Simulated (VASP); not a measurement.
# KMgH3 (Pm-3m) in VASP: single point with LDA

Aim: the single point of KMgH3 with LDA.

Everything below comes from runs of VASP 6.6.1. Logs are shortened: lines on timing, memory, paths and dates and some standing lists are left out, and cuts for length are marked.

## (1) The structure

Symmetry: Pm-3m, No. 221, cubic system. Conventional cell: a = 4.025 Å, b = 4.025 Å, c = 4.025 Å, α = 90.00°, β = 90.00°, γ = 90.00°. Around K (site symmetry m-3m) lie 12 H at 2.85 Å. Around Mg (site symmetry m-3m) lie 6 H at 2.01 Å. H (site symmetry 4/mmm) is surrounded by 2 Mg at 2.01 Å.

## (2) Single point, LDA

The input, INCAR:

```
PREC = Accurate ; ENCUT = 520
EDIFF = 1E-6 ; ISMEAR = 0
SIGMA = 0.05 ; LREAL = F
LASPH = T ; NELM = 100
ALGO = Normal ; ISIF = 2
LWAVE = F ; LCHARG = T
LELF = T ; LVHAR = T
NBANDS = 15
```

The input, KPOINTS:

```
Automatic mesh
0
Gamma
  8 8 8
```

The input, POSCAR:

```
KMgH3
1.0
    4.0250000000      0.0000000000      0.0000000000
    0.0000000000      4.0250000000      0.0000000000
    0.0000000000      0.0000000000      4.0250000000
K Mg H
1 1 3
Direct
    0.0000000000      0.0000000000      0.0000000000
    0.5000000000      0.5000000000      0.5000000000
    0.0000000000      0.5000000000      0.5000000000
    0.5000000000      0.0000000000      0.5000000000
    0.5000000000      0.5000000000      0.0000000000
```

Potentials or basis: VASP PAW LDA potentials, release 64 (K_sv, Mg, H).

Started as:

```console
$ cat potpaw_LDA.64/K_sv/POTCAR potpaw_LDA.64/Mg/POTCAR potpaw_LDA.64/H/POTCAR > POTCAR
$ mpirun -np 1 vasp_std > vasp.out
```

OUTCAR:

```text
PREC = Accurate
   ENCUT = 520
   EDIFF = 1E-6
   ISMEAR = 0
   LREAL = F
   LASPH = T
   NELM = 100
   ISIF = 2

 ion  position               nearest neighbor table
   1  0.000  0.000  0.000-   2 3.49   2 3.49   2 3.49   2 3.49   2 3.49   2 3.49   2 3.49   2 3.49

   2  0.500  0.500  0.500-   3 2.01   4 2.01   5 2.01   5 2.01   4 2.01   3 2.01   1 3.49   1 3.49
                             1 3.49   1 3.49   1 3.49   1 3.49   1 3.49   1 3.49
   3  0.000  0.500  0.500-   2 2.01   2 2.01
   4  0.500  0.000  0.500-   2 2.01   2 2.01
   5  0.500  0.500  0.000-   2 2.01   2 2.01

  LATTYP: Found a simple cubic cell.
 ALAT       =     4.0250000000

  Lattice vectors:

 A1 = (   4.0250000000,   0.0000000000,   0.0000000000)
 A2 = (   0.0000000000,   4.0250000000,   0.0000000000)
 A3 = (   0.0000000000,   0.0000000000,   4.0250000000)

Analysis of symmetry for initial positions (statically):
=====================================================================
 Subroutine PRICEL returns:
 Original cell was already a primitive cell.

 Routine SETGRP: Setting up the symmetry group for a
 simple cubic supercell.

 Subroutine GETGRP returns: Found 48 space group operations
 (whereof 48 operations were pure point group operations)
 out of a pool of 48 trial point group operations.

The static configuration has the point symmetry O_h .

Analysis of symmetry for dynamics (positions and initial velocities):
=====================================================================
 Subroutine PRICEL returns:
 Original cell was already a primitive cell.

 Routine SETGRP: Setting up the symmetry group for a
 simple cubic supercell.

 Subroutine GETGRP returns: Found 48 space group operations
 (whereof 48 operations were pure point group operations)
 out of a pool of 48 trial point group operations.

The dynamic configuration has the point symmetry O_h .

 Subroutine INISYM returns: Found 48 space group operations
 (whereof 48 operations are pure point group operations),
 and found     1 'primitive' translations

----------------------------------------------------------------------------------------

                                     Primitive cell

  volume of cell :      65.2075

  direct lattice vectors                    reciprocal lattice vectors
     4.025000000  0.000000000  0.000000000     0.248447205  0.000000000  0.000000000
     0.000000000  4.025000000  0.000000000     0.000000000  0.248447205  0.000000000
     0.000000000  0.000000000  4.025000000     0.000000000  0.000000000  0.248447205

  length of vectors
     4.025000000  4.025000000  4.025000000     0.248447205  0.248447205  0.248447205

  position of ions in fractional coordinates (direct lattice)
     0.000000000  0.000000000  0.000000000
     0.500000000  0.500000000  0.500000000
     0.000000000  0.500000000  0.500000000
     0.500000000  0.000000000  0.500000000
     0.500000000  0.500000000  0.000000000

  ion indices of the primitive-cell ions
   primitive index   ion index
                 1           1
                 2           2
                 3           3
                 4           4
                 5           5

----------------------------------------------------------------------------------------

 KPOINTS: Automatic mesh

Automatic generation of k-mesh.
 Grid dimensions read from file:
 generate k-points for:    8    8    8

 Generating k-lattice:

  Cartesian coordinates                     Fractional coordinates (reciprocal lattice)
     0.031055901  0.000000000  0.000000000     0.125000000  0.000000000  0.000000000
     0.000000000  0.031055901  0.000000000     0.000000000  0.125000000  0.000000000
     0.000000000  0.000000000  0.031055901     0.000000000  0.000000000  0.125000000

  Length of vectors
     0.031055901  0.031055901  0.031055901

  Shift w.r.t. Gamma in fractional coordinates (k-lattice)
     0.000000000  0.000000000  0.000000000

 Subroutine IBZKPT returns following result:
 ===========================================

 Found     35 irreducible k-points:

 Following reciprocal coordinates:
            Coordinates               Weight
  0.000000  0.000000  0.000000      1.000000
  0.125000  0.000000  0.000000      6.000000
  0.250000  0.000000  0.000000      6.000000
  0.375000  0.000000  0.000000      6.000000
  0.500000  0.000000  0.000000      3.000000
  0.125000  0.125000  0.000000     12.000000
[... 16 lines left out ...]
  0.375000  0.375000  0.125000     24.000000
  0.500000  0.375000  0.125000     24.000000
 [... further k-points ...]
   k-points           NKPTS =     35   k-points in BZ     NKDIM =     35   number of bands    NBANDS=     15
   number of dos      NEDOS =    301   number of ions     NIONS =      5
   total plane-waves  NPLWV =  27000
   dimension x,y,z NGX =    30 NGY =   30 NGZ =   30
   dimension x,y,z NGXF=    60 NGYF=   60 NGZF=   60
   ions per type =               1   1   3
   NGX,Y,Z   is equivalent  to a cutoff of  12.39, 12.39, 12.39 a.u.
   NGXF,Y,Z  is equivalent  to a cutoff of  24.78, 24.78, 24.78 a.u.
 SYSTEM =  unknown system
   PREC   = accura    normal or accurate (medium, high low for compatibility)
   ISTART =      0    job   : 0-new  1-cont  2-samecut
   ICHARG =      2    charge: 1-file 2-atom 10-const
   ISPIN  =      1    spin polarized calculation?
   LNONCOLLINEAR =      F non collinear calculations
   LSORBIT =      F    spin-orbit coupling
   LASPH  =      T    aspherical Exc in radial PAW
   ENCUT  =  520.0 eV  38.22 Ry    6.18 a.u.   7.48  7.48  7.48*2*pi/ulx,y,z
   NELM   =    100;   NELMIN=  2; NELMDL= -5     # of ELM steps
   EDIFF  = 0.1E-05   stopping-criterion for ELM
   LREAL  =      F    real-space projection
   EDIFFG = 0.1E-04   stopping-criterion for IOM
   NSW    =      0    number of steps for IOM
   IBRION =     -1    ionic relax: 0-MD 1-quasi-New 2-CG
   NFREE  =      0    steps in history (QN), initial steepest desc. (CG)
   ISIF   =      2    stress and relaxation
   ISYM   =      2    0-nonsym 1-usesym 2-fastsym
   POTIM  = 0.5000    time-step for ionic-motion
   TEBEG  =    0.0;   TEEND  =   0.0 temperature during run
   PSTRESS=    0.0 pullay stress
   NELECT =      14.0000    total number of electrons
   NUPDOWN=      -1.0000    fix difference up-down
   EMIN   =  10.00;   EMAX   =-10.00  energy-range for DOS
   EFERMI =   0.00;   METHOD = LEGACY
   ISMEAR =     0;   SIGMA  =   0.05  broadening in eV -4-tet -1-fermi 0-gaus
   EFERMI_NEDOS =   21; number of points for ismear=-14 and -15
   IALGO  =     38    algorithm
   IMIX   =      4    mixing-type and parameters
     AMIX     =   0.40;   BMIX     =  1.00
     AMIX_MAG =   1.60;   BMIX_MAG =  1.00
  volume/ion in A,a.u.               =      13.04        88.01
  Fermi-wavevector in a.u.,A,eV,Ry     =   0.980283  1.852467 13.074593  0.960955
  Thomas-Fermi vector in A             =   2.111202
   LORBIT       =      0    0 simple, 1 ext, 2 COOP (PROOUT), +10 PAW based schemes
   GGA     = CA    functional components
   LHFCALC =     F    Hartree Fock is set to
   AEXX    =    0.0000 exact exchange contribution
   IVDW    =     0    specifies the selected vdW correction
   LEPSILON=     F    determine dielectric tensor
   LRPA    =     F    only Hartree local field effects (RPA)
 non-spin polarized calculation
 Gauss-broadening in eV      SIGMA  =   0.05
  energy-cutoff  :      520.00
  volume of cell :       65.21
 maximum number of plane-waves:      1791
 NGX is ok and might be reduce to    30
   NGX = 15   NGY = 15   NGZ = 15

 number of electron      13.9999997 magnetization

 Free energy of the ion-electron system (eV)
  ---------------------------------------------------
  ext. energy  EPLUGINS =         0.00000000
  ---------------------------------------------------
  free energy    TOTEN  =       -15.08769911 eV

  energy without entropy =      -15.08769911  energy(sigma->0) =      -15.08769911

 E-fermi :   0.0088     XC(G=0):  -8.8113

 val. band max:       -0.2910474094   @ k =   0.5000   0.0000   0.0000
 cond. band min:       1.7630077212   @ k =   0.5000   0.5000   0.5000
 fundamental gap:      2.0540551306
 Fermi energy:         0.0087923362

 k-point     1 :       0.0000    0.0000    0.0000
  band No.  band energies     occupation
      1     -29.0087      2.00000
      2     -12.7069      2.00000
      3     -12.7069      2.00000
      4     -12.7069      2.00000
      5      -5.9210      2.00000
      6      -0.7853      2.00000
      7      -0.7853      2.00000
      8       5.1988      0.00000
      9       5.1988      0.00000
     10       5.1988      0.00000
     11       7.5559      0.00000
     12       7.5559      0.00000
     13       8.4590      0.00000
     14       8.4590      0.00000
     15       8.4590      0.00000

 k-point     2 :       0.1250    0.0000    0.0000
  band No.  band energies     occupation
      1     -29.0068      2.00000
      2     -12.7470      2.00000
      3     -12.7037      2.00000
      4     -12.7037      2.00000
      5      -5.7687      2.00000
      6      -1.0429      2.00000
      7      -0.7225      2.00000
      8       5.1378      0.00000
      9       5.1378      0.00000
     10       5.2727      0.00000
     11       7.1165      0.00000
     12       7.7148      0.00000
     13       8.4461      0.00000
     14       8.4461      0.00000
     15       8.5235      0.00000
[... 365 lines left out ...]
      3     -12.8679      2.00000
      4     -12.6998      2.00000
      5      -3.7729      2.00000
      6      -2.1449      2.00000
      7      -1.9361      2.00000
      8       3.6658      0.00000
      9       4.4305      0.00000
     10       6.1328      0.00000
     11       6.4854      0.00000
     12       7.3097      0.00000
     13       8.6136      0.00000
     14       9.3601      0.00000
     15       9.8560      0.00000

 k-point    24 :       0.5000    0.3750    0.1250
  band No.  band energies     occupation
      1     -28.9833      2.00000
      2     -12.9051      2.00000
      3     -12.8654      2.00000
      4     -12.6961      2.00000
      5      -3.4731      2.00000
      6      -2.4376      2.00000
      7      -1.9474      2.00000
      8       3.5145      0.00000
      9       4.4610      0.00000
     10       5.9759      0.00000
     11       6.2974      0.00000
     12       7.8398      0.00000
     13       8.3504      0.00000
     14       9.6486      0.00000
     15       9.8753      0.00000

 [... further k-points ...]

------------------------ aborting loop because EDIFF is reached ----------------------------------------

  FORCE on cell =-STRESS in cart. coord.  units (eV):
  Direction    XX          YY          ZZ          XY          YZ          ZX
  --------------------------------------------------------------------------------------
  -------------------------------------------------------------------------------------
  Total       -1.3036475     -1.3036475     -1.3036475      0.0000000      0.0000000     -0.0000000
  in kB      -32.0311928    -32.0311928    -32.0311928      0.0000000      0.0000000     -0.0000000
  external PRESSURE =     -32.0311928 kB  Pullay stress =       0.0000000 kB

 VOLUME and BASIS-vectors are now :
 -----------------------------------------------------------------------------
  energy-cutoff  :      520.00
  volume of cell :       65.21
      direct lattice vectors                 reciprocal lattice vectors
     4.025000000  0.000000000  0.000000000     0.248447205  0.000000000  0.000000000
     0.000000000  4.025000000  0.000000000     0.000000000  0.248447205  0.000000000
     0.000000000  0.000000000  4.025000000     0.000000000  0.000000000  0.248447205

 POSITION                                       TOTAL-FORCE (eV/Angst)
 -----------------------------------------------------------------------------------
      0.00000      0.00000      0.00000         0.000000      0.000000      0.000000
      2.01250      2.01250      2.01250         0.000000      0.000000      0.000000
      0.00000      2.01250      2.01250         0.000000      0.000000      0.000000
      2.01250      0.00000      2.01250         0.000000      0.000000      0.000000
      2.01250      2.01250      0.00000         0.000000      0.000000      0.000000
 -----------------------------------------------------------------------------------
    total drift:                                0.000000      0.000000     -0.000000

  FREE ENERGIE OF THE ION-ELECTRON SYSTEM (eV)
  ---------------------------------------------------
  free  energy   TOTEN  =       -15.0876991085 eV

  energy  without entropy=      -15.0876991085  energy(sigma->0) =      -15.08769911
```

It took 21 s on 1 thread of Intel Xeon Platinum 8488C (Sapphire Rapids), shared host; peak memory 0.17 GiB.

What came out:

| Item | Value |
| --- | --- |
| Free energy | -15.0877 eV |
| Pressure | -3.2 GPa |
| Band gap on the k mesh | 2.05 eV, indirect (least direct gap 4.22 eV) |
